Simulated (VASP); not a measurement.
# SeS (Fm-3m) in VASP: single point with r2SCAN

Aim: the single point of SeS with r2SCAN.

Everything below comes from runs of VASP 6.6.1. Logs are shortened: lines on timing, memory, paths and dates and some standing lists are left out, and cuts for length are marked.

## 1. The structure

Symmetry: Fm-3m, No. 225, cubic system. The conventional cell has a = 5.489 Å, b = 5.489 Å, c = 5.489 Å, α = 90.00°, β = 90.00°, γ = 90.00°. S (site symmetry m-3m) has 6 Se at 2.74 Å as nearest neighbours. Around Se (site symmetry m-3m) lie 6 S at 2.74 Å.

The cell was built by a generator and needn't be a form met in nature.

## 2. Single point, r2SCAN

Input file POSCAR:

```
SeS
1.0
    0.0000000000      2.7445000000      2.7445000000
    2.7445000000      0.0000000000      2.7445000000
    2.7445000000      2.7445000000      0.0000000000
S Se
1 1
Direct
    0.0000000000      0.0000000000      0.0000000000
    0.5000000000      0.5000000000      0.5000000000
```

Input file INCAR.step1:

```
SYSTEM = SeS
PREC = Accurate ; ENCUT = 520
ISMEAR = -5 ; SIGMA = 0.0718
LREAL = .False. ; LASPH = .True.
NELM = 80 ; NBANDS = 13
GGA = PE ; ALGO = Normal
EDIFF = 1E-4 ; LWAVE = .True.
LCHARG = .False.
```

Input file INCAR.step2:

```
SYSTEM = SeS
PREC = Accurate ; ENCUT = 520
EDIFF = 1E-6 ; ISMEAR = 0
SIGMA = 0.0718 ; LREAL = .False.
LASPH = .True. ; NELM = 80
ALGO = Normal ; ISIF = 2
LWAVE = .False. ; LCHARG = .False.
METAGGA = R2SCAN ; LMIXTAU = .True.
LORBIT = 10 ; NBANDS = 13
ISTART = 1
```

Input file KPOINTS:

```
regular mesh
0
Gamma
  11 11 11
  0 0 0
```

Potentials or basis: VASP PAW PBE potentials, release 64 (S, Se).

Run with:

```sh
$ cat potpaw_PBE.64/S/POTCAR potpaw_PBE.64/Se/POTCAR > POTCAR
$ cp INCAR.step1 INCAR
$ mpirun -np 1 vasp_std > vasp.out
$ cp INCAR.step2 INCAR
$ mpirun -np 1 vasp_std > vasp.out
```

OUTCAR:

```text
SYSTEM = SeS
   PREC = Accurate
   ENCUT = 520
   EDIFF = 1E-6
   ISMEAR = 0
   LREAL = .False.
   LASPH = .True.
   NELM = 80
   ISIF = 2
   METAGGA = R2SCAN
   LORBIT = 10
   ISTART = 1

 ion  position               nearest neighbor table
   1  0.000  0.000  0.000-   2 2.74   2 2.74   2 2.74   2 2.74   2 2.74   2 2.74
   2  0.500  0.500  0.500-   1 2.74   1 2.74   1 2.74   1 2.74   1 2.74   1 2.74

  LATTYP: Found a face centered cubic cell.
 ALAT       =     5.4890000000

  Lattice vectors:

 A1 = (   0.0000000000,   2.7445000000,   2.7445000000)
 A2 = (   2.7445000000,   0.0000000000,   2.7445000000)
 A3 = (   2.7445000000,   2.7445000000,   0.0000000000)

Analysis of symmetry for initial positions (statically):
=====================================================================
 Subroutine PRICEL returns:
 Original cell was already a primitive cell.

 Routine SETGRP: Setting up the symmetry group for a
 face centered cubic supercell.

 Subroutine GETGRP returns: Found 48 space group operations
 (whereof 48 operations were pure point group operations)
 out of a pool of 48 trial point group operations.

The static configuration has the point symmetry O_h .

Analysis of symmetry for dynamics (positions and initial velocities):
=====================================================================
 Subroutine PRICEL returns:
 Original cell was already a primitive cell.

 Routine SETGRP: Setting up the symmetry group for a
 face centered cubic supercell.

 Subroutine GETGRP returns: Found 48 space group operations
 (whereof 48 operations were pure point group operations)
 out of a pool of 48 trial point group operations.

The dynamic configuration has the point symmetry O_h .

 Subroutine INISYM returns: Found 48 space group operations
 (whereof 48 operations are pure point group operations),
 and found     1 'primitive' translations

----------------------------------------------------------------------------------------

                                     Primitive cell

  volume of cell :      41.3447

  direct lattice vectors                    reciprocal lattice vectors
     0.000000000  2.744500000  2.744500000    -0.182182547  0.182182547  0.182182547
     2.744500000  0.000000000  2.744500000     0.182182547 -0.182182547  0.182182547
     2.744500000  2.744500000  0.000000000     0.182182547  0.182182547 -0.182182547

  length of vectors
     3.881309122  3.881309122  3.881309122     0.315549428  0.315549428  0.315549428

  position of ions in fractional coordinates (direct lattice)
     0.000000000  0.000000000  0.000000000
     0.500000000  0.500000000  0.500000000

  ion indices of the primitive-cell ions
   primitive index   ion index
                 1           1
                 2           2

----------------------------------------------------------------------------------------

 KPOINTS: regular mesh

Automatic generation of k-mesh.
 Grid dimensions read from file:
 generate k-points for:   11   11   11

 Generating k-lattice:

  Cartesian coordinates                     Fractional coordinates (reciprocal lattice)
    -0.016562050  0.016562050  0.016562050     0.090909091  0.000000000  0.000000000
     0.016562050 -0.016562050  0.016562050     0.000000000  0.090909091  0.000000000
     0.016562050  0.016562050 -0.016562050     0.000000000  0.000000000  0.090909091

  Length of vectors
     0.028686312  0.028686312  0.028686312

  Shift w.r.t. Gamma in fractional coordinates (k-lattice)
     0.000000000  0.000000000  0.000000000

 Subroutine IBZKPT returns following result:
 ===========================================

 Found     56 irreducible k-points:

 Following reciprocal coordinates:
            Coordinates               Weight
  0.000000  0.000000  0.000000      1.000000
  0.090909  0.000000  0.000000      8.000000
  0.181818  0.000000  0.000000      8.000000
  0.272727  0.000000  0.000000      8.000000
  0.363636  0.000000  0.000000      8.000000
  0.454545  0.000000  0.000000      8.000000
[... 16 lines left out ...]
 -0.272727  0.181818  0.000000     24.000000
 -0.181818  0.181818  0.000000     12.000000
 [... further k-points ...]
   k-points           NKPTS =     56   k-points in BZ     NKDIM =     56   number of bands    NBANDS=     13
   number of dos      NEDOS =    301   number of ions     NIONS =      2
   total plane-waves  NPLWV =  27000
   dimension x,y,z NGX =    30 NGY =   30 NGZ =   30
   dimension x,y,z NGXF=    60 NGYF=   60 NGZF=   60
   ions per type =               1   1
   NGX,Y,Z   is equivalent  to a cutoff of  12.85, 12.85, 12.85 a.u.
   NGXF,Y,Z  is equivalent  to a cutoff of  25.70, 25.70, 25.70 a.u.
 SYSTEM =  SeS
   PREC   = accura    normal or accurate (medium, high low for compatibility)
   ISTART =      1    job   : 0-new  1-cont  2-samecut
   ICHARG =      0    charge: 1-file 2-atom 10-const
   ISPIN  =      1    spin polarized calculation?
   LNONCOLLINEAR =      F non collinear calculations
   LSORBIT =      F    spin-orbit coupling
   LASPH  =      T    aspherical Exc in radial PAW
   ENCUT  =  520.0 eV  38.22 Ry    6.18 a.u.   7.22  7.22  7.22*2*pi/ulx,y,z
   NELM   =     80;   NELMIN=  2; NELMDL=  0     # of ELM steps
   EDIFF  = 0.1E-05   stopping-criterion for ELM
   LREAL  =      F    real-space projection
   EDIFFG = 0.1E-04   stopping-criterion for IOM
   NSW    =      0    number of steps for IOM
   IBRION =     -1    ionic relax: 0-MD 1-quasi-New 2-CG
   NFREE  =      0    steps in history (QN), initial steepest desc. (CG)
   ISIF   =      2    stress and relaxation
   ISYM   =      2    0-nonsym 1-usesym 2-fastsym
   POTIM  = 0.5000    time-step for ionic-motion
   TEBEG  =    0.0;   TEEND  =   0.0 temperature during run
   PSTRESS=    0.0 pullay stress
   NELECT =      12.0000    total number of electrons
   NUPDOWN=      -1.0000    fix difference up-down
   EMIN   =  10.00;   EMAX   =-10.00  energy-range for DOS
   EFERMI =   0.00;   METHOD = LEGACY
   ISMEAR =     0;   SIGMA  =   0.07  broadening in eV -4-tet -1-fermi 0-gaus
   EFERMI_NEDOS =   21; number of points for ismear=-14 and -15
   IALGO  =     38    algorithm
   IMIX   =      4    mixing-type and parameters
     AMIX     =   0.40;   BMIX     =  1.00
     AMIX_MAG =   1.60;   BMIX_MAG =  1.00
  volume/ion in A,a.u.               =      20.67       139.50
  Fermi-wavevector in a.u.,A,eV,Ry     =   1.083915  2.048303 15.985109  1.174872
  Thomas-Fermi vector in A             =   2.219993
   LORBIT       =     10    0 simple, 1 ext, 2 COOP (PROOUT), +10 PAW based schemes
   METAGGA = R2SCAN    functional components
   LHFCALC =     F    Hartree Fock is set to
   AEXX    =    0.0000 exact exchange contribution
   IVDW    =     0    specifies the selected vdW correction
   LEPSILON=     F    determine dielectric tensor
   LRPA    =     F    only Hartree local field effects (RPA)
 non-spin polarized calculation
 Gauss-broadening in eV      SIGMA  =   0.07
  energy-cutoff  :      520.00
  volume of cell :       41.34
 maximum number of plane-waves:      1139
 NGX is ok and might be reduce to    30

 number of electron      11.9999998 magnetization

 Free energy of the ion-electron system (eV)
  ---------------------------------------------------
  ext. energy  EPLUGINS =         0.00000000
  ---------------------------------------------------
  free energy    TOTEN  =       -21.37120769 eV

  energy without entropy =      -21.36958548  energy(sigma->0) =      -21.37039659

 E-fermi :   4.9541     XC(G=0): -10.5848

 val. band max:        4.8909664361   @ k =  -0.3636   0.2727   0.0000
 cond. band min:       4.9801196710   @ k =  -0.4545   0.1818   0.0000
 fundamental gap:      0.0891532348
 Fermi energy:         4.9541180286

 k-point     1 :       0.0000    0.0000    0.0000
  band No.  band energies     occupation
      1     -11.8140      2.00000
      2      -4.7245      2.00000
      3       1.3699      2.00000
      4       1.3699      2.00000
      5       1.3699      2.00000
      6       6.4687      0.00000
      7       6.4688      0.00000
      8       6.4688      0.00000
      9      11.5101      0.00000
     10      11.5101      0.00000
     11      11.5101      0.00000
     12      13.1807      0.00000
     13      13.1807      0.00000

 k-point     2 :       0.0909    0.0000    0.0000
  band No.  band energies     occupation
      1     -11.7161      2.00000
      2      -4.9741      2.00000
      3       1.3973      2.00000
      4       1.3973      2.00000
      5       1.4811      2.00000
      6       6.1447      0.00000
      7       6.1447      0.00000
      8       6.2104      0.00000
      9      11.4979      0.00000
     10      11.7177      0.00000
     11      11.7177      0.00000
     12      13.6920      0.00000
     13      13.6920      0.00000

 k-point     3 :       0.1818    0.0000    0.0000
  band No.  band energies     occupation
      1     -11.4248      2.00000
      2      -5.6384      2.00000
      3       1.4875      2.00000
      4       1.4875      2.00000
      5       1.7543      2.00000
      6       5.3916      0.00000
      7       5.3916      0.00000
      8       5.5816      0.00000
      9      11.6349      0.00000
     10      12.3276      0.00000
     11      12.3276      0.00000
     12      15.0023      0.00000
     13      15.0023      0.00000

 k-point     4 :       0.2727    0.0000    0.0000
  band No.  band energies     occupation
      1     -10.9471      2.00000
      2      -6.5487      2.00000
      3       1.6600      2.00000
      4       1.6600      2.00000
      5       2.0955      2.00000
      6       4.5252      2.00000
      7       4.5252      2.00000
      8       4.8254      1.98877
      9      12.1398      0.00000
     10      13.3110      0.00000
     11      13.3110      0.00000
     12      16.7738      0.00000
     13      16.7743      0.00000

 k-point     5 :       0.3636    0.0000    0.0000
  band No.  band energies     occupation
      1     -10.2959      2.00000
      2      -7.5571      2.00000
      3       1.9339      2.00000
      4       1.9339      2.00000
      5       2.4730      2.00000
      6       3.7173      2.00000
      7       3.7173      2.00000
      8       4.0954      2.00000
      9      13.0574      0.00000
     10      14.6278      0.00000
     11      14.6278      0.00000
     12      16.9180      0.00000
     13      18.7071      0.00000
[... 257 lines left out ...]
 k-point    22 :      -0.3636    0.1818    0.0000
  band No.  band energies     occupation
      1      -9.5185      2.00000
      2      -8.2186      2.00000
      3      -0.4063      2.00000
      4       1.6157      2.00000
      5       1.8830      2.00000
      6       3.8930      2.00000
      7       4.3545      2.00000
      8       6.8179      0.00000
      9      13.2721      0.00000
     10      14.3190      0.00000
     11      14.8243      0.00000
     12      17.3261      0.00000
     13      18.5955      0.00000

 k-point    23 :      -0.2727    0.1818    0.0000
  band No.  band energies     occupation
      1     -10.2320      2.00000
      2      -7.3898      2.00000
      3      -0.3080      2.00000
      4       2.2848      2.00000
      5       2.5959      2.00000
      6       3.2977      2.00000
      7       3.7326      2.00000
      8       7.1692      0.00000
      9      12.2481      0.00000
     10      13.6167      0.00000
     11      15.3536      0.00000
     12      16.5447      0.00000
     13      16.8982      0.00000

 k-point    24 :      -0.1818    0.1818    0.0000
  band No.  band energies     occupation
      1     -10.8012      2.00000
      2      -6.6373      2.00000
      3       0.0831      2.00000
      4       2.4747      2.00000
      5       2.9626      2.00000
      6       3.3914      2.00000
      7       3.5768      2.00000
      8       7.1318      0.00000
      9      11.6444      0.00000
     10      12.7846      0.00000
     11      14.6417      0.00000
     12      15.1826      0.00000
     13      17.4182      0.00000

 [... further k-points ...]
[... 5 lines left out ...]
  --------------------------------------------------------------------------------------
  -------------------------------------------------------------------------------------
  Total       -1.0604454     -1.0604454     -1.0604454      0.0000000     -0.0000000      0.0000000
  in kB      -41.0940717    -41.0940717    -41.0940717      0.0000000     -0.0000000      0.0000000
  external PRESSURE =     -41.0940717 kB  Pullay stress =       0.0000000 kB

 VOLUME and BASIS-vectors are now :
 -----------------------------------------------------------------------------
  energy-cutoff  :      520.00
  volume of cell :       41.34
      direct lattice vectors                 reciprocal lattice vectors
     0.000000000  2.744500000  2.744500000    -0.182182547  0.182182547  0.182182547
     2.744500000  0.000000000  2.744500000     0.182182547 -0.182182547  0.182182547
     2.744500000  2.744500000  0.000000000     0.182182547  0.182182547 -0.182182547

 POSITION                                       TOTAL-FORCE (eV/Angst)
 -----------------------------------------------------------------------------------
      0.00000      0.00000      0.00000         0.000000      0.000000      0.000000
      2.74450      2.74450      2.74450        -0.000000     -0.000000     -0.000000
 -----------------------------------------------------------------------------------
    total drift:                               -0.000000      0.000000      0.000000

  FREE ENERGIE OF THE ION-ELECTRON SYSTEM (eV)
  ---------------------------------------------------
  free  energy   TOTEN  =       -21.3712076927 eV

  energy  without entropy=      -21.3695854837  energy(sigma->0) =      -21.37039659

 total charge

# of ion       s       p       d       tot
------------------------------------------
    1        1.417   2.094   0.000   3.511
    2        1.548   2.048   0.055   3.651
--------------------------------------------------
tot          2.966   4.142   0.055   7.162
```

Wall time 1.9 min (1 thread of AMD EPYC 7R43 (Zen 3), shared host); peak memory 0.15 GiB.

What came out:

```yaml
Free_energy: -21.3712 eV
Pressure: -4.1 GPa
Band_gap_on_the_k_mesh: none (metal or under the smearing width)
Valence_electrons_inside_the_program's_atomic_spheres: S 3.51; Se 3.65
```

Caveat: the PAW data sets were made with another functional, which shifts forces and pressure a little.
